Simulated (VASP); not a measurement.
Wanted: the native input for a VASP 6.6.1 run.

```yaml
Task: single point
Functional: PBE
Potentials_or_basis: VASP PAW PBE potentials, release 64 (Li_sv, Ca_sv, F)
Cutoff: 520 eV
k_mesh: 6 × 6 × 6
Occupations: gaussian, width 0.05 eV
Spin: no spin polarisation
Dipole_correction: no
Further_INCAR_settings: ALGO = Normal; EDIFF = 1e-06; NBANDS = 25
```

The structure of LiCaF3 lies in POSCAR:

```
LiCaF3
1.0
    3.7612440000      0.0000000000      0.0000000000
    0.0000000000      3.7612440000      0.0000000000
    0.0000000000      0.0000000000      3.7612440000
Li Ca F
1 1 3
Direct
    0.4812001885      0.4812001885      0.5000000000
    0.0000000000      0.0000000000      0.0000000000
    0.0000000000      0.5000000000      0.5000000000
    0.5000000000      0.5000000000      0.0000000000
    0.5000000000      0.0000000000      0.5000000000
```

The cell comes from a database or a generator and needn't be the stable form of this composition.

The cell isn't the ideal one: atom 1 (Li) moved by (-0.100, +0.000) A along [1 1 0] and z.

These files were run (other wordings do the same):

INCAR

```
PREC = Accurate ; ENCUT = 520
EDIFF = 1E-6 ; ISMEAR = 0
SIGMA = 0.05 ; LREAL = False
LASPH = True ; NELM = 80
ALGO = Normal ; ISIF = 2
LWAVE = False ; LCHARG = True
GGA = PE ; LELF = True
LVHAR = True ; NBANDS = 25
```

KPOINTS

```
regular mesh
0
Gamma
  6 6 6
```

Potentials or basis: VASP PAW PBE potentials, release 64 (Li_sv, Ca_sv, F).

Run with:

```console
$ cat potpaw_PBE.64/Li_sv/POTCAR potpaw_PBE.64/Ca_sv/POTCAR potpaw_PBE.64/F/POTCAR > POTCAR
$ mpirun -np 1 vasp_std > vasp.out
```

It gave:

- Largest force: 0.615 eV/Å
- Band gap on the k mesh: 6.48 eV, indirect (least direct gap 6.58 eV)

It took 25 s on 1 thread of Intel(R) Xeon(R) 6975P-C (Granite Rapids), with other jobs on the host, peak memory 0.2 GiB.
